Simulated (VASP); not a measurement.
# Free energy, extrapolated energy and pressure of fcc Ca against smearing width in r2SCAN: Fermi-Dirac and second-order Methfessel-Paxton

Broadening the occupations of a metal by half an electronvolt can lower its free energy by hundreds of meV per atom, yet leave the energy extrapolated to zero width almost where it was. How can both be true, and which of the two does the pressure follow?

**Problem.** For fcc Ca at fixed cell and on one k mesh, find how free energy, extrapolated energy and pressure drift with the width in the Fermi-Dirac and Methfessel-Paxton schemes, and estimate the missing free energy at 0.2 eV. All errors are counted from the Fermi-Dirac run at 0.01 eV, not from experiment or a converged mesh. The answer matters wherever small energy differences between metallic phases, or lattice constants obtained from computed pressures, are wanted.

## Calculations

One crystal without a Kohn-Sham gap, Ca (fcc) (known phase), at r2SCAN; single-point runs at fixed cell and atoms on one k mesh (7×7×7), only the smearing changed. Program: VASP 6.6.1, plane waves and PAW (data sets made for PBE of release 64), scalar-relativistic without spin-orbit coupling, no spin polarisation. Cutoff 400 eV; on the k meshes the divisions times the cell-vector length are 27 Å or more.

Notes on method and selection:

- For Gaussian or Fermi-Dirac smearing the free energy falls as σ² times the density of states at the Fermi level; Methfessel-Paxton schemes cancel the leading order.
- At the smallest widths the mesh is too coarse for the step in the occupations, so the reference carries its own sampling error.
- Runs that did not converge, have known faults or may not be shown are not listed, and runs on Ansatz's PAW sets soft_1 and soft_2 are kept to separate tables.

Columns:

- width (eV): smearing width SIGMA.
- iterations: electronic iterations.
- free-energy error (meV/atom): free energy per atom minus that of the run with Fermi-Dirac smearing of 0.01 eV.
- energy error (meV/atom): energy per atom, extrapolated to zero smearing as the program prints it, minus that of the run with Fermi-Dirac smearing of 0.01 eV.
- pressure error (GPa): pressure minus that of the run with Fermi-Dirac smearing of 0.01 eV, compression positive.
- smearing term (meV/atom): free energy minus the extrapolated energy, per atom.

Input lines of one member:

```
PREC = Accurate
ENCUT = 400
EDIFF = 1E-06
NELM = 100
ISMEAR = -1
SIGMA = 0.01
LREAL = .FALSE.
ALGO = Normal
METAGGA = R2SCAN
LASPH = .TRUE.
NBANDS = 11
LORBIT = 11
ISIF = 2
```

Command (options for logging and memory left out): `vasp_std`

## Table of results

```
member       scheme                           width (eV)  iterations  free-energy error (meV/atom)  energy error (meV/atom)  pressure error (GPa)  smearing term (meV/atom)
σ = 0.01 eV  Fermi-Dirac                      0.01        14          0.00                          0.00                     0.0000                0.00
σ = 0.05 eV  Fermi-Dirac                      0.05        17          −1.71                         1.46                     −0.0385               −3.17
σ = 0.1 eV   Fermi-Dirac                      0.10        16          −13.65                        3.15                     −0.0473               −16.80
σ = 0.2 eV   Fermi-Dirac                      0.20        15          ?                             ?                        ?                     ?
σ = 0.5 eV   Fermi-Dirac                      0.50        16          −437.68                       −1.25                    0.3338                −436.43
σ = 0.01 eV  Methfessel-Paxton, second order  0.01        14          0.00                          0.00                     −0.0007               0.00
σ = 0.05 eV  Methfessel-Paxton, second order  0.05        14          0.24                          0.14                     −0.0091               0.10
σ = 0.1 eV   Methfessel-Paxton, second order  0.10        15          0.69                          0.49                     −0.0484               0.19
σ = 0.2 eV   Methfessel-Paxton, second order  0.20        17          2.93                          1.58                     −0.0375               1.36
σ = 0.5 eV   Methfessel-Paxton, second order  0.50        16          1.18                          1.60                     −0.0767               −0.41
```

Cells marked ? are withheld until the estimate has been made.

## Why the values move as they do

**Solution, first part.** Fermi-Dirac occupations carry an entropy. To leading order it lowers the free energy by (π²/6)·D·σ², with D the density of states at the Fermi level. The smearing term divided by σ² should then be constant. It is −16.80 / 0.10² = −1680 meV/eV² at 0.1 eV and −436.43 / 0.50² = −1746 meV/eV² at 0.5 eV, nearly the same. Taken in eV and divided by π²/6, the size of the first value gives a D of about 1.0 states per eV and atom, both spins together.

At 0.05 eV the quotient is only −3.17 / 0.05² = −1268 meV/eV², and at 0.01 eV the term vanishes to the printed digits. The mesh offers a discrete set of levels, and a very narrow step finds none to occupy partially. The Fermi level may then lie anywhere between the highest filled and the lowest empty sampled level. This can explain why the two schemes place it at clearly different energies at 0.01 eV while their energies and pressures almost agree. That agreement is therefore no sign of a converged mesh.

The extrapolation removes the quadratic term: at 0.5 eV the Fermi-Dirac error shrinks from −437.68 to −1.25 meV/atom. Methfessel-Paxton smearing cancels the leading order in the free energy itself, whose error stays within 2.93 meV/atom in the rows shown.

The pressure belongs to the free energy and gets no such extrapolation. With Fermi-Dirac smearing it is 0.3338 GPa too high at 0.5 eV, against −0.0767 GPa with Methfessel-Paxton. A positive shift is expected if D grows as the crystal expands, since the entropy then favours a larger volume. At 0.05 and 0.1 eV the Fermi-Dirac shifts are negative instead, and the Methfessel-Paxton shifts are not monotonic; coarse sampling could produce both. They set no bound on the pressure error, because a further converged run of the series gave a clearly more negative pressure than any row.

## Predicting the missing value

Plain estimates from the members shown:

- σ = 0.2 eV (Fermi-Dirac), straight-line interpolation between σ = 0.1 eV and σ = 0.5 eV: w = (0.20 − 0.10) / (0.50 − 0.10) = 0.250, so −13.65 + 0.250 × (−437.68 − (−13.65)) = −119.66 meV/atom
- σ = 0.2 eV (Fermi-Dirac), from its own Methfessel-Paxton, second order value plus the mean shift Fermi-Dirac − Methfessel-Paxton, second order over the other 4 members (−113.79, standard deviation 188): 2.93 − 113.79 = −110.86 meV/atom

**Solution, second part.** Both plain estimates miss the curvature. A straight line in σ cuts across a parabola and comes out far too negative, and the mean shift between schemes is dominated by the 0.5 eV row. The free energy should be followed in σ².

For Fermi-Dirac smearing F = E − σS and dF/dσ = −S, with S the entropy in units of k. The extrapolated energy is the mean of E and F, so the smearing term is −σS/2, and the local slope dF/d(σ²) = −S/(2σ) equals the smearing term divided by σ². At 0.1 eV this is −1680 meV/eV². The mean slope from 0.1 to 0.5 eV is (−437.68 + 13.65) / (0.25 − 0.01) = −1767 meV/eV². Taking the latter as the slope reached at 0.2 eV, the step from 0.1 eV has the average slope (−1680 − 1767) / 2 = −1723.5 meV/eV², and

−13.65 − 1723.5 × (0.04 − 0.01) = −65.4 meV/atom.

The same route can be tried on the 0.1 eV row, starting from 0.05 eV. The slopes are −1268 and (−437.68 + 1.71) / (0.50² − 0.05²) = −1761 meV/eV², with the average (−1268 − 1761) / 2 = −1514.5 meV/eV². The step in σ² is 0.10² − 0.05² = 0.0075 eV², which gives −1.71 − 1514.5 × 0.0075 = −13.07 meV/atom. The tabulated value is −13.65, a miss of 0.58.

One test is thin support for an error bar. Using the mean slope alone would give −13.65 − 1767 × 0.03 = −66.7 meV/atom, and the distance of 1.3 between the two results is taken as one standard deviation.

**Committed estimate, σ = 0.2 eV (Fermi-Dirac): free-energy error = −65.4 ± 1.3 meV/atom.**

## Result

```
member      scheme       width (eV)  iterations  free-energy error (meV/atom)  energy error (meV/atom)  pressure error (GPa)  smearing term (meV/atom)
σ = 0.2 eV  Fermi-Dirac  0.20        15          −64.80                        4.70                     0.0052                −69.50
```

```
member                    estimate                                    free-energy error (meV/atom)  computed  estimate − computed  miss in error bars
σ = 0.2 eV (Fermi-Dirac)  committed                                   −65.40                        −64.80    −0.60                0.5
σ = 0.2 eV (Fermi-Dirac)  interpolation                               −119.66                       −64.80    −54.86
σ = 0.2 eV (Fermi-Dirac)  shift from Methfessel-Paxton, second order  −110.86                       −64.80    −46.06
```

The estimate of −65.4 meV/atom lies 0.60 below the computed −64.80, about half its error bar. The straight line in σ missed by 54.86 and the shift from Methfessel-Paxton by 46.06 meV/atom, so following the free energy in σ² was the step that mattered.

The weaker step was to take the mean slope between 0.1 and 0.5 eV, −1767 meV/eV², as the slope at 0.2 eV. The new row gives −69.50 / 0.20² = −1738 meV/eV². With that value the same route leads to −13.65 − (1680 + 1738) / 2 × 0.03 = −64.9 meV/atom, so most of the miss came from this slope.

The entropy term thus stays close to quadratic from 0.1 to 0.5 eV. The pressure supports the same picture. It rises by (0.0052 + 0.0473) / 0.03 = 1.75 GPa/eV² from 0.1 to 0.2 eV and by (0.3338 − 0.0052) / 0.21 = 1.56 GPa/eV² from 0.2 to 0.5 eV, as expected if the density of states at the Fermi level grows on expansion.

## Where the trend breaks

The Fermi-Dirac row at 0.5 eV has by far the largest free-energy and pressure errors, but it follows the quadratic law and is no exception to it.

The row that does leave the law is Fermi-Dirac at 0.05 eV. The coefficient found at 0.2 eV would give a smearing term of −1738 × 0.05² = −4.3 meV/atom, and the run gives −3.17. The missing 1.2 meV/atom has the sign expected when too few sampled levels lie within the narrow step to be partially occupied.

In the extrapolated energy the new row itself stands out: its error of 4.70 meV/atom is the largest of that column, and at 0.5 eV the error has changed sign to −1.25. Extrapolation removes only the quadratic term, so higher powers of the width remain. A reference lying slightly too low through its coarse sampling would also contribute, since it would raise the errors of all wider runs together. How much each adds is left open.

## Conclusions

For Fermi-Dirac smearing of fcc Ca on this mesh, the smearing term is about −1700 meV/eV² times σ² from 0.1 to 0.5 eV. Following the slope in σ² reproduced two rows to about 0.6 meV/atom. The Methfessel-Paxton errors are small but follow no such law.

In practice, free energies from different Fermi-Dirac widths must not be subtracted. Going from 0.1 to 0.2 eV changes the free energy by −64.80 + 13.65 = −51.15 meV/atom (about −4.9 kJ/mol), but the extrapolated energy by only 4.70 − 3.15 = 1.55 meV/atom. A pressure needs a small width or Methfessel-Paxton smearing, together with a test of the k mesh.

Lattice vibrations are omitted. At room temperature they add roughly 80 meV/atom to the energy (3kT), far more than the whole Methfessel-Paxton spread, and they shift the pressure as well.

[Logs are printed without paths, hosts, clocks, repeated set-up lines and the standing remarks that a program may print on its own settings, such as how far it seeks lower states.]
